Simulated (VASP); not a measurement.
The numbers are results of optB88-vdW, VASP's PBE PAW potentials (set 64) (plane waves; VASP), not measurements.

A VASP calculation is set up with these files.

### KPOINTS
```
k-points along high-symmetry lines
15
Line-mode
Reciprocal
  0.000000   0.000000   0.000000 ! GAMMA
 -0.500000  -0.500000   0.000000 ! X

 -0.500000  -0.500000   0.000000 ! X
 -0.375000  -0.375000   0.250000 ! U

 -0.375000  -0.000000   0.375000 ! K
  0.000000   0.000000   0.000000 ! GAMMA

  0.000000   0.000000   0.000000 ! GAMMA
 -0.000000  -0.000000   0.500000 ! L

 -0.000000  -0.000000   0.500000 ! L
 -0.500000  -0.250000   0.250000 ! W

 -0.500000  -0.250000   0.250000 ! W
 -0.500000  -0.500000   0.000000 ! X
```

**INCAR**
```
AGGAC  =  0.0
ALGO  =  Normal
EDIFF  =  1E-7
ENCUT  =  520
GGA  =  BO
ICHARG  =  11
ISMEAR  =  0
LASPH  =  .TRUE.
LCHARG  =  .FALSE.
LORBIT  =  11
LREAL  =  .FALSE.
LUSE_VDW  =  .TRUE.
LWAVE  =  .FALSE.
NELM  =  100
PARAM1  =  0.1833333333
PARAM2  =  0.22
PREC  =  Accurate
SIGMA  =  0.05
SYSTEM  =  AlN
```

POSCAR:
```
AlN
1.0
  0.0000000000   2.1966003642   2.1966003642
  2.1966003642   0.0000000000   2.1966003642
  2.1966003642   2.1966003642   0.0000000000
Al N
1 1
Direct
  0.0000000000   0.0000000000   0.0000000000
  0.2500000000   0.2500000000   0.2500000000
```

POTCAR, in this order: Al N (PBE.64 set). Program: vasp_std. Read from the step before: CHGCAR.

Output

OUTCAR:
```
 ion  position               nearest neighbor table
   1  0.000  0.000  0.000-   2 1.90   2 1.90   2 1.90   2 1.90
   2  0.250  0.250  0.250-   1 1.90   1 1.90   1 1.90   1 1.90
  LATTYP: Found a face centered cubic cell.
 ALAT       =     4.3932007284
 Subroutine PRICEL returns:
 Original cell was already a primitive cell.
 Subroutine GETGRP returns: Found 24 space group operations
The static configuration has the point symmetry T_d .
The dynamic configuration has the point symmetry T_d .
 Subroutine INISYM returns: Found 24 space group operations
   k-points           NKPTS =     90   k-points in BZ     NKDIM =     90   number of bands    NBANDS=      8
   number of dos      NEDOS =    301   number of ions     NIONS =      2
   total plane-waves  NPLWV =  13824
   dimension x,y,z NGX =    24 NGY =   24 NGZ =   24
   dimension x,y,z NGXF=    48 NGYF=   48 NGZF=   48
   ions per type =               1   1
   PREC   = accura    normal or accurate (medium, high low for compatibility)
   ISTART =      0    job   : 0-new  1-cont  2-samecut
   ICHARG =     11    charge: 1-file 2-atom 10-const
   ISPIN  =      1    spin polarized calculation?
   LNONCOLLINEAR =      F non collinear calculations
   LSORBIT =      F    spin-orbit coupling
   INIWAV =      1    electr: 0-lowe 1-rand  2-diag
   ENCUT  =  520.0 eV  38.22 Ry    6.18 a.u.   5.78  5.78  5.78*2*pi/ulx,y,z
   NELM   =    100;   NELMIN=  2; NELMDL= -5     # of ELM steps
   EDIFF  = 0.1E-06   stopping-criterion for ELM
   LREAL  =      F    real-space projection
   NLSPLINE    = F    spline interpolate recip. space projectors
   LMAXMIX     =    2 max onsite mixed and CHGCAR
   VOSKOWN=      0    Vosko Wilk Nusair interpolation
   EDIFFG = 0.1E-05   stopping-criterion for IOM
   NSW    =      0    number of steps for IOM
   NBLOCK =      1;   KBLOCK =      1    inner block; outer block
   IBRION =     -1    ionic relax: 0-MD 1-quasi-New 2-CG
   NFREE  =      0    steps in history (QN), initial steepest desc. (CG)
   ISIF   =      2    stress and relaxation
   ISYM   =      2    0-nonsym 1-usesym 2-fastsym
   TEIN   =    0.0    initial temperature
   TEBEG  =    0.0;   TEEND  =   0.0 temperature during run
...
```

**OSZICAR**
```
       N       E                     dE             d eps       ncg     rms          rms(c)
DAV:   1     0.139975051336E+02    0.13998E+02   -0.39686E+03  1456   0.822E+02
DAV:   2    -0.109269747673E+02   -0.24924E+02   -0.23764E+02  2000   0.128E+02
DAV:   3    -0.113868949072E+02   -0.45992E+00   -0.45992E+00  1680   0.233E+01
DAV:   4    -0.113888680166E+02   -0.19731E-02   -0.19731E-02  2176   0.137E+00
DAV:   5    -0.113888726734E+02   -0.46568E-05   -0.46568E-05  1712   0.511E-02
DAV:   6    -0.113888727342E+02   -0.60766E-07   -0.60766E-07  2192   0.447E-03
   1 F= -.11388873E+02 E0= -.11388873E+02  d E =-.647074E-15
```

**OUTCAR**
```
 val. band max:        5.6925358958   @ k =   0.0000   0.0000   0.0000

 cond. band min:       9.1710458366   @ k =  -0.5000  -0.5000   0.0000



 k-point     1 :       0.0000    0.0000    0.0000
  band No.  band energies     occupation
      1      -9.1115      2.00000
      2       5.6925      2.00000
      3       5.6925      2.00000
      4       5.6925      2.00000
      5       9.8941      0.00000
      6      18.1157      0.00000
      7      18.1157      0.00000
      8      18.1157      0.00000

 k-point     2 :      -0.0357   -0.0357    0.0000
  band No.  band energies     occupation
      1      -9.0870      2.00000
      2       5.5740      2.00000
      3       5.6654      2.00000
      4       5.6654      2.00000
      5      10.0245      0.00000
      6      18.0280      0.00000
      7      18.1521      0.00000
      8      18.1521      0.00000

 k-point     3 :      -0.0714   -0.0714    0.0000
  band No.  band energies     occupation
      1      -9.0139      2.00000
      2       5.2595      2.00000
      3       5.5866      2.00000
      4       5.5866      2.00000
      5      10.3689      0.00000
      6      17.7827      0.00000
      7      18.2591      0.00000
      8      18.2591      0.00000

 k-point     4 :      -0.1071   -0.1071    0.0000
  band No.  band energies     occupation
      1      -8.8937      2.00000
      2       4.8277      2.00000
      3       5.4629      2.00000
      4       5.4629      2.00000
      5      10.8295      0.00000
      6      17.4233      0.00000
      7      18.4299      0.00000
      8      18.4299      0.00000

 k-point     5 :      -0.1429   -0.1429    0.0000
  band No.  band energies     occupation
      1      -8.7289      2.00000
      2       4.3416      2.00000
      3       5.3041      2.00000
      4       5.3041      2.00000
      5      11.3039      0.00000
      6      17.0035      0.00000
      7      18.6553      0.00000
      8      18.6554      0.00000
...
```

The density is held fixed in this step, so its total energy and stress have no physical meaning.

The compound is AlN in the zinc blende structure, a metastable form; wurtzite is the usual one. It was relaxed first.
